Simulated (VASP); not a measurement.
Set up this calculation in VASP 6.6.1, as the native input.

```yaml
Task: single point
Functional: r2SCAN
Potentials_or_basis: VASP PAW PBE potentials, release 64 (Mg, Cd, S)
Cutoff: 520 eV
k_mesh: 8 × 8 × 8
Occupations: gaussian, width 0.03 eV
Spin: no spin polarisation
Further_INCAR_settings: ALGO = Normal; EDIFF = 1e-06
```

The structure of MgCd2S3 lies in POSCAR:

```
MgCd2S3
1.0
   -1.9143400000      2.7102400000      5.7608900000
    1.9143400000     -2.7102400000      5.7608900000
    1.9143400000      2.7102400000     -5.7608900000
Mg Cd S
1 2 3
Direct
    0.0000000000      0.0000000000      0.0000000000
    0.6675510000      0.6675510000      0.0000000000
    0.3324490000      0.3324490000      0.0000000000
    0.8409820000      0.3409820000      0.5000000000
    0.1590180000      0.6590180000      0.5000000000
    0.5000000000      0.0000000000      0.5000000000
```

The cell was built by a generator and needn't be a form met in nature.

These files were run (other wordings do the same):

INCAR

```
ALGO = Normal
EDIFF = 1E-6
ENCUT = 520
ISIF = 2
ISMEAR = 0
KPAR = 4
LASPH = True
LCHARG = False
LMIXTAU = True
LREAL = False
LWAVE = False
METAGGA = R2SCAN
NELM = 150
PREC = Accurate
SIGMA = 0.03
```

KPOINTS

```
k-points
0
Gamma
  8 8 8
```

Potentials or basis: VASP PAW PBE potentials, release 64 (Mg, Cd, S).

Launch:

```bash
$ cat potpaw_PBE.64/Mg/POTCAR potpaw_PBE.64/Cd/POTCAR potpaw_PBE.64/S/POTCAR > POTCAR
$ mpirun -np 4 vasp_std > vasp.out
```

Results of the run:

| Property | Result |
| --- | --- |
| Pressure | -1.6 GPa |
| Largest force | 0.026 eV/Å |
| Band gap on the k mesh | 1.15 eV, indirect (least direct gap 1.21 eV) |

Caveat: the PAW data sets were made with another functional, which shifts forces and pressure a little.

Wall time 7.8 min on 4 MPI ranks on Intel(R) Xeon(R) Platinum 8488C (Sapphire Rapids), on a shared host, peak memory 0.59 GiB a rank.
